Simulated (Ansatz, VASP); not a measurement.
## H3C2N (ionic liquid BMIM+ dicyanamide at 450 K) in two plane-wave programs

Wanted: the spread between two codes on one cell, functional and k mesh. The cell is taken from a series of runs on this material, whose earlier steps may have relaxed, scaled, displaced or heated it; both programs get it as it stands.

Main program and level: Ansatz 0.2.0; plane waves, with VASP 6.6.1 beside it; single point at r2SCAN with D3(BJ).

**1. Set-up**

The cell holds 90 atoms: 30 C, 15 N and 45 H. Cell: a = 9.903 Å, b = 9.903 Å, c = 9.903 Å, α = 90.0°, β = 90.0°, γ = 90.0°. As first built, before any earlier steps moved the atoms (in the runner's words): 3 BMIM+, 3 dicyanamide placed at random, at 1.05 g/cm^3; overlaps pushed apart, then 10 ps at 700 K with MMFF94 bonds, angles, torsions, charges and radii (Halgren, J. Comput. Chem. 17, 490 (1996)) in harmonic and 12-6 forms; charges of ions scaled by 0.8. Snapshot after 30 ps at 450 K and fixed volume. The cell carries charge −1.

Coordinates:

```xyz
90
Lattice="9.9027 0.0000 0.0000 0.0000 9.9027 0.0000 0.0000 0.0000 9.9027" Properties=species:S:1:pos:R:3 pbc="T T T"
C     0.3075    9.1754    4.2987
C     0.0792    7.6798    4.5083
C     8.6838    7.1213    3.9236
C     8.5967    7.1082    2.4005
C     6.9440    8.9648    1.9360
C     6.9616    0.2156    1.2168
C     8.7247    1.4423    9.7802
C     8.9488    9.1725    1.0397
C     7.2804    8.7742    7.1895
C     6.9141    0.1539    6.4520
C     5.4886    0.5977    6.7451
C     5.1238    1.8949    6.0320
C     3.2142    2.6615    7.4738
C     1.9039    2.9527    7.2801
C     0.4218    3.2100    5.2943
C     2.7897    2.4579    5.2564
C     1.5779    4.0742    1.7151
C     2.6765    4.6171    0.8115
C     3.0576    6.0524    1.1527
C     4.2157    6.5897    0.3240
C     3.1155    7.5498    8.1643
C     3.1815    7.2873    6.8321
C     4.3306    5.5681    5.3970
C     4.4725    5.8208    7.8649
C     9.5573    5.8935    8.9222
C     8.1248    4.9288    7.4629
C     6.2865    3.6358    0.6187
C     7.3022    3.2611    2.5870
C     2.7648    0.1892    1.2234
C     3.8493    9.3458    3.0691
N     8.1929    8.3937    1.8127
N     8.2228    0.3262    0.6723
N     3.7441    2.2635    6.2654
N     1.5924    2.6951    5.9552
N     3.9351    6.6365    8.7890
N     4.0418    6.2229    6.6629
N     0.1964    6.7869    9.4529
N     9.0220    4.8293    8.4024
N     7.3267    4.9133    6.6078
N     5.8436    3.3084    9.4859
N     6.7364    4.0949    1.7498
N     7.8209    2.5626    3.3671
N     1.9979    0.1379    0.3394
N     3.6536    0.3496    2.1595
N     4.1366    8.5922    3.9201
H     0.5146    9.4170    3.2554
H     9.3407    9.7618    4.6031
H     1.1638    9.5261    4.8771
H     0.9237    7.1176    4.0923
H     0.0753    7.4623    5.5801
H     7.8223    7.6561    4.3372
H     8.5653    6.0867    4.2535
H     7.8652    6.3694    2.0697
H     9.5468    6.8500    1.9354
H     6.1696    8.5224    2.5401
H     6.1991    0.9559    1.0522
H     7.9984    1.6955    9.0129
H     9.6781    1.1515    9.3486
H     8.8676    2.3068    0.5235
H     0.0633    8.9863    0.7335
H     6.6655    7.9355    6.8558
H     8.3240    8.4940    7.0394
H     7.1249    8.8842    8.2664
H     7.0263    0.0128    5.3723
H     7.6098    0.9574    6.7171
H     5.3605    0.7383    7.8242
H     4.7915    9.7181    6.4345
H     5.7898    2.7032    6.3535
H     5.2548    1.7832    4.9546
H     3.8123    2.6849    8.3694
H     1.1509    3.2933    7.9704
H     9.4566    3.1187    5.9425
H     0.5443    4.2699    5.0242
H     0.2215    2.6450    4.3872
H     2.7783    1.7779    4.4063
H     1.3413    3.0391    1.4633
H     1.8892    4.0927    2.7623
H     0.6611    4.6598    1.6191
H     2.3499    4.5769    9.6715
H     3.5604    3.9779    0.8830
H     3.3650    6.1243    2.2010
H     2.1894    6.7044    1.0225
H     5.1015    5.9675    0.4479
H     4.4672    7.6064    0.6317
H     2.5789    8.3023    8.7189
H     2.7530    7.7878    5.9834
H     3.5771    4.7949    5.1864
H     5.3141    5.1104    5.4666
H     4.3230    6.3318    4.6246
H     5.1651    5.0167    8.0589
```

**2. Ansatz: single point, r2SCAN with D3(BJ)**

Ansatz runs on its default PAW (the set named soft_2) files.

A single point gives forces, pressure and levels at one fixed geometry, so differences don't come from the geometry; what else differs is listed under the comparison.

input.yaml reads:

```yaml
crystal:
  lattice:
    - [9.90267, 0.0, 0.0]
    - [0.0, 9.90267, 0.0]
    - [0.0, 0.0, 9.90267]
  atoms:
    - { symbol: C, position: [0.03105, 0.92656, 0.4341] }
    - { symbol: C, position: [0.008, 0.77553, 0.45526] }
    - { symbol: C, position: [0.87691, 0.71913, 0.39622] }
    - { symbol: C, position: [0.86812, 0.71781, 0.24241] }
    - { symbol: "N", position: [0.82734, 0.84762, 0.18305] }
    - { symbol: C, position: [0.70123, 0.90529, 0.1955] }
    - { symbol: C, position: [0.703, 0.02177, 0.12288] }
    - { symbol: "N", position: [0.83036, 0.03294, 0.06789] }
    - { symbol: C, position: [0.88105, 0.14565, 0.98763] }
    - { symbol: C, position: [0.90368, 0.92627, 0.10499] }
    - { symbol: H, position: [0.05197, 0.95096, 0.32874] }
    - { symbol: H, position: [0.94325, 0.98577, 0.46483] }
    - { symbol: H, position: [0.11752, 0.96197, 0.4925] }
    - { symbol: H, position: [0.09328, 0.71876, 0.41325] }
    - { symbol: H, position: [0.0076, 0.75356, 0.56349] }
    - { symbol: H, position: [0.78992, 0.77313, 0.43798] }
    - { symbol: H, position: [0.86495, 0.61465, 0.42953] }
    - { symbol: H, position: [0.79425, 0.6432, 0.209] }
    - { symbol: H, position: [0.96406, 0.69173, 0.19544] }
    - { symbol: H, position: [0.62302, 0.86062, 0.25651] }
    - { symbol: H, position: [0.626, 0.09653, 0.10625] }
    - { symbol: H, position: [0.8077, 0.17122, 0.91015] }
    - { symbol: H, position: [0.97732, 0.11628, 0.94405] }
    - { symbol: H, position: [0.89548, 0.23295, 0.05286] }
    - { symbol: H, position: [0.00639, 0.90746, 0.07407] }
    - { symbol: C, position: [0.7352, 0.88604, 0.72602] }
    - { symbol: C, position: [0.69821, 0.01554, 0.65154] }
    - { symbol: C, position: [0.55425, 0.06036, 0.68114] }
    - { symbol: C, position: [0.51742, 0.19135, 0.60913] }
    - { symbol: "N", position: [0.37809, 0.22857, 0.6327] }
    - { symbol: C, position: [0.32458, 0.26877, 0.75473] }
    - { symbol: C, position: [0.19226, 0.29817, 0.73517] }
    - { symbol: "N", position: [0.16081, 0.27216, 0.60137] }
    - { symbol: C, position: [0.04259, 0.32416, 0.53463] }
    - { symbol: C, position: [0.28171, 0.24821, 0.53081] }
    - { symbol: H, position: [0.6731, 0.80135, 0.69232] }
    - { symbol: H, position: [0.84058, 0.85775, 0.71086] }
    - { symbol: H, position: [0.71949, 0.89715, 0.83476] }
    - { symbol: H, position: [0.70954, 0.00129, 0.54251] }
    - { symbol: H, position: [0.76846, 0.09668, 0.67831] }
    - { symbol: H, position: [0.54132, 0.07456, 0.79011] }
    - { symbol: H, position: [0.48386, 0.98136, 0.64977] }
    - { symbol: H, position: [0.58467, 0.27298, 0.64159] }
    - { symbol: H, position: [0.53064, 0.18007, 0.50033] }
    - { symbol: H, position: [0.38498, 0.27113, 0.84517] }
    - { symbol: H, position: [0.11622, 0.33257, 0.80487] }
    - { symbol: H, position: [0.95495, 0.31494, 0.60009] }
    - { symbol: H, position: [0.05497, 0.43119, 0.50736] }
    - { symbol: H, position: [0.02237, 0.2671, 0.44303] }
    - { symbol: H, position: [0.28056, 0.17954, 0.44496] }
    - { symbol: C, position: [0.15934, 0.41142, 0.1732] }
    - { symbol: C, position: [0.27028, 0.46625, 0.08195] }
    - { symbol: C, position: [0.30877, 0.61119, 0.1164] }
    - { symbol: C, position: [0.42571, 0.66545, 0.03272] }
    - { symbol: "N", position: [0.39738, 0.67017, 0.88754] }
    - { symbol: C, position: [0.31461, 0.7624, 0.82445] }
    - { symbol: C, position: [0.32128, 0.73589, 0.68992] }
    - { symbol: "N", position: [0.40815, 0.62841, 0.67284] }
    - { symbol: C, position: [0.43732, 0.56228, 0.545] }
    - { symbol: C, position: [0.45165, 0.5878, 0.79422] }
    - { symbol: H, position: [0.13545, 0.3069, 0.14777] }
    - { symbol: H, position: [0.19078, 0.41329, 0.27894] }
    - { symbol: H, position: [0.06676, 0.47056, 0.1635] }
    - { symbol: H, position: [0.2373, 0.46219, 0.97666] }
    - { symbol: H, position: [0.35954, 0.4017, 0.08917] }
    - { symbol: H, position: [0.33981, 0.61845, 0.22226] }
    - { symbol: H, position: [0.22109, 0.67703, 0.10325] }
    - { symbol: H, position: [0.51516, 0.60262, 0.04523] }
    - { symbol: H, position: [0.45111, 0.76812, 0.06379] }
    - { symbol: H, position: [0.26042, 0.83839, 0.88046] }
    - { symbol: H, position: [0.27801, 0.78643, 0.60422] }
    - { symbol: H, position: [0.36123, 0.4842, 0.52374] }
    - { symbol: H, position: [0.53663, 0.51606, 0.55203] }
    - { symbol: H, position: [0.43655, 0.6394, 0.46701] }
    - { symbol: H, position: [0.52159, 0.5066, 0.81381] }
    - { symbol: "N", position: [0.01983, 0.68536, 0.95458] }
    - { symbol: C, position: [0.96512, 0.59514, 0.90099] }
    - { symbol: "N", position: [0.91107, 0.48768, 0.8485] }
    - { symbol: C, position: [0.82047, 0.49772, 0.75363] }
    - { symbol: "N", position: [0.73987, 0.49616, 0.66727] }
    - { symbol: "N", position: [0.5901, 0.33409, 0.95791] }
    - { symbol: C, position: [0.63483, 0.36715, 0.06248] }
    - { symbol: "N", position: [0.68026, 0.41351, 0.1767] }
    - { symbol: C, position: [0.7374, 0.32932, 0.26124] }
    - { symbol: "N", position: [0.78978, 0.25878, 0.34002] }
    - { symbol: "N", position: [0.20175, 0.01393, 0.03427] }
    - { symbol: C, position: [0.2792, 0.01911, 0.12354] }
    - { symbol: "N", position: [0.36895, 0.0353, 0.21807] }
    - { symbol: C, position: [0.38871, 0.94377, 0.30993] }
    - { symbol: "N", position: [0.41773, 0.86766, 0.39586] }
total_charge: -1
kpoints:
  mp_grid: { grid: [1, 1, 1] }
hamiltonian:
  xc: r2scan
  dispersion: d3bj
scf:
  occupations: { method: fermi_dirac, width: 0.01 }
  lower_state_search: "off"
output:
  forces: true
  stress: true
  populations: true
  dos:
    method: { smearing: { sigma: 0.08 } }
    de: 0.1
    projected: { site_lists: { C: [C], H: [H], "N": ["N"] } }
  eigenvalues: true
  write_density: true
  write_potential: true
  volumetric_format: npy
magnetization:
  spin_polarized: true
  initial_magnetization: 1
```

Command:

```sh
$ ansatz run input.yaml --threads 4 --pin off --max-ram 8192MiB --backend cpu --events-out ev --progress --plain --runs-dir out
```

Numbers of over 12 decimals in the logs are rounded to 6 here.

The program printed:

```text
Warning: the engine holds no damping parameters fitted to this dispersion correction and functional, so the run takes those fitted to r2scan beside the three-body term, which d3bj leaves out (hamiltonian.dispersion, under Limitations)
Engine: ansatz 0.2.0, x86_64-unknown-linux-gnu
Pseudopotentials: kind: paw
Pseudopotential: C, paw, valence charge 4, recommended cutoff 500 eV (meta_gga), C.paw.azcp
Pseudopotential: N, paw, valence charge 5, recommended cutoff 500 eV (meta_gga), N.paw.azcp
Pseudopotential: H, paw, valence charge 1, recommended cutoff 500 eV (meta_gga), H.paw.azcp
Functional definition: r2SCAN
  parameter k0 = 0.174
  parameter k1 = 0.065
  parameter a1 = 4.9479
  exchange = r2scan_x(k0 = k0, k1 = k1, a1 = a1)
  correlation = r2scan_c
Crystal: 90 atoms, lattice volume = 971.084 Å³
Basis set: ecut = 500 eV, 24573 PW (Γ), exchange–correlation on 300×300×300 points (64 copies of the dense FFT grid, shifted against one another)
Bands: 211, of which v1, the nominal top of the filled ones, is band 121 counted from 1 (120 counted from 0)
Symmetry: 1 space group operations
Space group: P1 (ITA 1), of the structure as read, at distance tolerance 9.9e-5 Å
Magnetic group: BNS 1.1 (UNI 1), of the structure as read, at distance tolerance 9.9e-5 Å
k-points: 1
Non-local potential: C, projectors of the file, l = 0: 2, l = 1: 2, l = 2: 1
Non-local potential: N, projectors of the file, l = 0: 2, l = 1: 2, l = 2: 1
Non-local potential: H, projectors of the file, l = 0: 2, l = 1: 1
PAW form: soft (Blöchl's): semilocal exchange-correlation on the pseudo side does not see the compensation charge
PAW frozen core: C, regenerated for the run's functional (the file was generated under x = pbe(κ = 0.804, μ = 0.219515), c = pbe(β = 0.066725))
PAW frozen core: N, regenerated for the run's functional (the file was generated under x = pbe(κ = 0.804, μ = 0.219515), c = pbe(β = 0.066725))
PAW one-centre angular grid: C, 302 points (default); XC on 239 of its mesh's 2573 points in the sphere
PAW one-centre angular grid: N, 302 points (default); XC on 160 Gauss nodes
PAW one-centre angular grid: H, 302 points (default); XC on 160 Gauss nodes
Starting moments: Σ|m| = 1 μB on 90 of 90 sites
Initial wavefunctions: pseudopotential atomic-orbital guess
Functional: x = r2scan, c = r2scan; τ floored in thin density (d = 2e-4 eV/Å³)
SCF iter   1: F=-14003.175860 eV  HF=-14078.176411 eV  |F-HF|=7.50e1  |Δ(HF+E_count)|=         —  Δρ=5.49e-2 (↑5.44e-2 ↓5.49e-2)  dr2=1.22e2  dr2_τ=4.38e0  dr2_m=7.37e-2  M=0.584 μB ∫|m|=0.628 μB  β_m=0.30  ethr=3.10e-3  ⟨swp⟩=6.0  Hψ=1968  notcnv=0  defer=24
preconditioner: auto → Resta (q_TF=auto, 2.163 Å⁻¹)  ε∞=2.2  [insulator: Δε(μ)=0.027 eV  Ē_g=14.551 eV  σ=0.010 eV  W_gap=0.58  n_scr=170 (ndim 8)  ℏωp=16.0 eV  f_vac=0.072  D(μ)=32.94/eV (n_scr^D=250)  ε∞_Penn≈2.2]
spin=Collinear: Resta preconditioning applied to the charge; magnetization (m = ρ↑ − ρ↓) channel mixes plain (no charge-response kernel on spin).
SCF iter   2: F=-14029.965690 eV  HF=-14051.982241 eV  |F-HF|=2.20e1  |Δ(HF+E_count)|=    2.62e1  Δρ=3.54e-2 (↑3.54e-2 ↓3.54e-2)  dr2=4.52e1  dr2_τ=3.64e-1  dr2_m=1.36e-1  M=1.000 μB ∫|m|=1.038 μB  β_m=0.30  ethr=3.10e-3  ⟨swp⟩=3.0  Hψ=732  notcnv=0  defer=168  κ⁻¹=1.0e0(r=1)
SCF iter   3: F=-14040.401359 eV  HF=-14041.036206 eV  |F-HF|=6.35e-1  |Δ(HF+E_count)|=    1.09e1  Δρ=1.40e-2 (↑1.38e-2 ↓1.40e-2)  dr2=4.70e0  dr2_τ=1.26e-1  dr2_m=4.50e-2  M=1.000 μB ∫|m|=1.052 μB  β_m=0.30  ethr=3.10e-3  ⟨swp⟩=3.0  Hψ=742  notcnv=0  defer=170  κ⁻¹=4.4e-2(r=2)
SCF iter   4: F=-14040.720329 eV  HF=-14040.762857 eV  |F-HF|=4.25e-2  |Δ(HF+E_count)|=   2.73e-1  Δρ=6.85e-3 (↑6.81e-3 ↓6.85e-3)  dr2=1.11e0  dr2_τ=9.22e-3  dr2_m=3.39e-2  M=1.000 μB ∫|m|=1.065 μB  β_m=0.30  ethr=1.95e-3  ⟨swp⟩=2.0  Hψ=505  notcnv=0  defer=170  κ⁻¹=9.9e-3(r=3)
SCF iter   5: F=-14040.830013 eV  HF=-14040.756740 eV  |F-HF|=7.33e-2  |Δ(HF+E_count)|=   6.12e-3  Δρ=2.70e-3 (↑2.52e-3 ↓2.70e-3)  dr2=1.36e-1  dr2_τ=1.69e-3  dr2_m=1.86e-2  M=1.000 μB ∫|m|=1.083 μB  β_m=0.30  ethr=4.59e-4  ⟨swp⟩=4.0  Hψ=515  notcnv=0  defer=170  κ⁻¹=3.2e-3(r=4)
SCF iter   6: F=-14040.845574 eV  HF=-14040.805355 eV  |F-HF|=4.02e-2  |Δ(HF+E_count)|=   4.86e-2  Δρ=1.50e-3 (↑1.41e-3 ↓1.50e-3)  dr2=2.96e-2  dr2_τ=5.57e-4  dr2_m=1.15e-2  M=1.000 μB ∫|m|=1.096 μB  β_m=0.30  ethr=5.66e-5  ⟨swp⟩=3.0  Hψ=442  notcnv=0  defer=170  κ⁻¹=1.9e-4(r=5)
SCF iter   7: F=-14040.853708 eV  HF=-14040.836392 eV  |F-HF|=1.73e-2  |Δ(HF+E_count)|=   3.10e-2  Δρ=1.01e-3 (↑1.01e-3 ↓9.83e-4)  dr2=5.60e-3  dr2_τ=1.89e-4  dr2_m=7.03e-3  M=1.000 μB ∫|m|=1.109 μB  β_m=1.20  ethr=1.23e-5  ⟨swp⟩=3.5  Hψ=723  notcnv=0  defer=170
Mixer restart at iter 7: flushing history
spin-set hold released at iteration 7 (site moments contracting): the magnetisation degrees of freedom join the quasi-Newton model from the next iteration; the mixer history was flushed
[...]
atom  64  H     -0.00089217     0.00085445     0.00022734
  atom  65  H      0.00081769    -0.00159887    -0.00009205
  atom  66  H     -0.00104591     0.00000601     0.00194384
  atom  67  H      0.00299006    -0.00187535    -0.00109539
  atom  68  H     -0.00137275    -0.00049882     0.00038493
  atom  69  H     -0.00148671    -0.00218316    -0.00062182
  atom  70  H     -0.00162775     0.00377429    -0.00078641
  atom  71  H      0.00017445     0.00198017     0.00011650
  atom  72  H      0.00133831    -0.00103845     0.00143492
  atom  73  H     -0.00169145     0.00071503     0.00025425
  atom  74  H     -0.00328382     0.00244922    -0.00325053
  atom  75  H     -0.00217021     0.00298456    -0.00430046
  atom  76  N      0.00406868    -0.00463184     0.00321981
  atom  77  C     -0.00249907     0.00414002    -0.00575404
  atom  78  N      0.00230336     0.00090138     0.00535950
  atom  79  C      0.02570452     0.00450435     0.02840481
  atom  80  N     -0.03537491    -0.00377043    -0.03285936
  atom  81  N      0.00691385     0.00484994     0.00667087
  atom  82  C     -0.01799685     0.01283004     0.00489628
  atom  83  N      0.00845422    -0.00775121    -0.01987228
  atom  84  C     -0.03567135     0.02656704    -0.03357618
  atom  85  N      0.03464530    -0.03383268     0.04408765
  atom  86  N     -0.00654322    -0.00546721    -0.01530698
  atom  87  C      0.01751694     0.01654190     0.02033934
  atom  88  N     -0.01588279    -0.01422361    -0.02012631
  atom  89  C      0.01171808     0.01017454     0.01085824
  atom  90  N     -0.00280229    -0.01018369     0.00366561
  max |Σ_I F_I| component: 2.60e-4 eV/Å
--- Stress (GPa, compression-positive) ---
       -0.552887      -0.090714       0.129626
       -0.090713      -0.882994       0.053425
        0.129626       0.053425      -0.687486
  P = ⅓ Tr σ = -0.7078 GPa (-7.078 kbar)
--- Band table (eV) ---
  k-point 0 ↑: bands = [... 117 lower, -0.8002, -0.5112, -0.4118, 3.0163, 3.5398, 3.7759, 4.0633, 4.4215, ... 86 higher]
  k-point 0 ↓: bands = [... 117 lower, -0.5116, -0.4137, -0.2534, 3.5433, 3.8056, 4.0325, 4.2282, 4.5852, ... 86 higher]
--- Löwdin populations: 90 sites ---
  site symbol       q [e]    m [muB]
     0      C      4.4587     0.0003
     1      C      4.2649     0.0011
     2      C      4.2705     0.0006
     3      C      4.1675     0.0000
     4      N      4.9697     0.0001
     5      C      4.0789     0.0003
     6      C      4.0588    -0.0001
     7      N      4.9598     0.0002
     8      C      4.3382     0.0000
     9      C      3.9034     0.0003
    10      H      0.8265     0.0001
    11      H      0.8119     0.0001
    12      H      0.8076    -0.0001
    13      H      0.8306     0.0002
    14      H      0.8175     0.0008
    15      H      0.8228     0.0000
    16      H      0.7872     0.0004
    17      H      0.7808     0.0002
    18      H      0.7928     0.0000
    19      H      0.7657     0.0000
    20      H      0.7554     0.0000
    21      H      0.7770     0.0000
    22      H      0.7631     0.0000
    23      H      0.7768     0.0000
[...]
82      N      5.3801    -0.0000
    83      C      3.7176     0.0002
    84      N      5.3803    -0.0002
    85      N      5.4036    -0.0000
    86      C      3.7028     0.0007
    87      N      5.3585     0.0002
    88      C      3.7145     0.0001
    89      N      5.4156     0.0003
  spilling = 0.013613 (of n_electrons = 241.000000)
```

The column dr2 measures how far the density is from self-consistency, as an energy; F and HF (Harris–Foulkes) agree once it is small.

(Part 1 of 2 ends here.)

[Lines on the potential files, build, host, timing and source positions are cut from VASP's logs without a mark.]

[Logs are printed without paths, hosts, clocks, repeated set-up lines and the standing remarks that a program may print on its own settings, such as how far it seeks lower states.]

[Hosts, paths, dates, database ids (printed as entryN), source tags and the programs' standing remarks are cut or masked in the printed files.]

[The MMFF94 radii named for the starting cell were scaled by 0.96; in molecules described by MMFF94, hydrogen bound to N, O or S took a small fixed 12-6 site in their place.]
